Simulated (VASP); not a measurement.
Data:

```xyz
6
Lattice="4.9600 0.0000 0.0000 0.0000 4.9600 0.0000 0.0000 0.0000 3.3900" Properties=species:S:1:pos:R:3 pbc="T T T"
Pb     0.0000     0.0000     0.0000
Pb     2.4800     2.4800     1.6950
O      1.5227     1.5227     0.0000
O      4.0027     0.9573     1.6950
O      0.9573     4.0027     1.6950
O      3.4373     3.4373     0.0000
```

Calculation: PBE GGA, VASP's PBE PAW potentials (set 64) (plane waves; VASP). Run with 400 eV cut-off, 5×5×7 Γ-centred mesh, Gaussian smearing of 0.10 eV, potentials Pb_d O.

At this cut-off the stress carries a Pulay error, which pulls relaxed volumes low.

The ions, cell shape and volume are relaxed. Give the cell that the relaxation ends in.

```xyz
6
Lattice="4.9763 0.0000 0.0000 0.0000 4.9763 0.0000 0.0000 0.0000 3.4331" Properties=species:S:1:pos:R:3 pbc="T T T"
Pb     0.0000     0.0000     0.0000
Pb     2.4881     2.4881     1.7165
O      1.5288     1.5288     0.0000
O      4.0170     0.9593     1.7165
O      0.9593     4.0170     1.7165
O      3.4474     3.4474     0.0000
```
Space group P4_2/mnm (136), at a tolerance of 0.03 Å.

How do energy and volume change from the first to the last step?

The energy (σ→0) changes by -3.9 meV/atom and the volume by +1.9 %, in 6 ionic steps.

The structure is a typed PbO2 crystal (P4_2/mnm). This run relaxes it. Symmetry was kept, so distortions that lower it aren't found. The run is one of a series of settings (EDIFFG = -0.01, IBRION = 2, ISIF = 3, NSW = 50 against the base run), some of them coarse on purpose.
